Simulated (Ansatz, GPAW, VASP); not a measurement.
**GaAgSnSe4 (P1, 7 atoms in the cell) computed with different codes at matched settings**

Self-consistent single point, at a second geometry (atoms moved at random). First geometry:

```yaml
crystal:
  lattice:
    - [-3.01917, 3.01917, 5.48449]
    - [3.01917, -3.01917, 5.48449]
    - [3.01917, 3.01917, -5.48449]
  atoms:
    - { symbol: Ga, position: [0.50000, 0.50000, 0.00000] }
    - { symbol: Ag, position: [0.25000, 0.75000, 0.50000] }
    - { symbol: Sn, position: [0.75000, 0.25000, 0.50000] }
    - { symbol: Se, position: [0.64710, 0.63460, 0.50038] }
    - { symbol: Se, position: [0.36540, 0.86578, 0.01250] }
    - { symbol: Se, position: [0.13422, 0.14672, 0.49962] }
    - { symbol: Se, position: [0.85328, 0.35290, 0.98750] }
```

Second geometry:
```xyz
7
Lattice="-3.0192 3.0192 5.4845 3.0192 -3.0192 5.4845 3.0192 3.0192 -5.4845" Properties=species:S:1:pos:R:3 pbc="T T T"
Ga    -0.0212     0.0463     5.5415
Ag     3.0315    -0.0079     2.7459
Sn    -0.0104     2.9180     2.7106
Se     1.4226     1.6028     4.3159
Se     1.5902    -1.4307     6.6423
Se     1.5308     1.4524    -1.1829
Se     1.5140     4.4765     1.1646
```

Shared settings, as Ansatz (a quantum-chemistry and plane-wave program) writes them: kpoints.mp_grid.grid = 3 3 3; scf.occupations.method = fermi_dirac; scf.occupations.width = 0.01 eV. Potentials and cutoffs stand in the table.

| code | model | ΔF from the first geometry (meV/atom) | pressure (GPa) | largest force (eV/Å) | gap on the mesh (eV) | cutoff |
|---|---|---|---|---|---|---|
| Ansatz | PBEsol, PAW files made with PBE | 26.5 | -2.03 | 1.297 | 0.808 | default |
| GPAW | PBEsol, GPAW PAW datasets PBEsol (made by gpaw-setup) | 27.9 | -1.87 | 1.294 | 0.809 | 550 eV |
| VASP | PBEsol, VASP's PBE PAW potentials (set 64) | 26.7 | -2.06 | 1.302 | 0.805 | 300 eV |

Size of the force on each atom (eV/Å): Sizes of forces hide their directions.

```tsv
code	Ga1	Ag2	Sn3	Se4	Se5	Se6	Se7
Ansatz	0.903	0.075	1.297	0.670	0.864	0.485	1.014
GPAW	1.005	0.077	1.294	0.661	0.831	0.483	1.183
VASP	0.903	0.075	1.302	0.680	0.874	0.478	1.016
```

Gaps are read on the mesh.

The spread over the programs that give each value: ΔF from the first geometry within 1.4 meV/atom; pressure within 0.19 GPa; largest force within 0.008 eV/Å; gap on the mesh within 0.004 eV.

Ansatz's pressure is given at a fixed set of plane waves, as the other plane-wave codes print theirs. In the force vectors, GPAW (by 0.172) lies more than 0.08 eV/Å from the median of the plane-wave programs.

VASP's run is marked for a possible Pulay error in its stress at this cutoff; no cutoff test was made.

The starting cell comes from a database of computed structures (which also holds hypothetical and non-ambient phases and stackings), without a prior relaxation at this level. For this run, on top of that: atoms moved at random.

Left out of this page: CP2K and SIESTA (not drawn, or without a comparable value).

Keys are those of Ansatz 0.2.
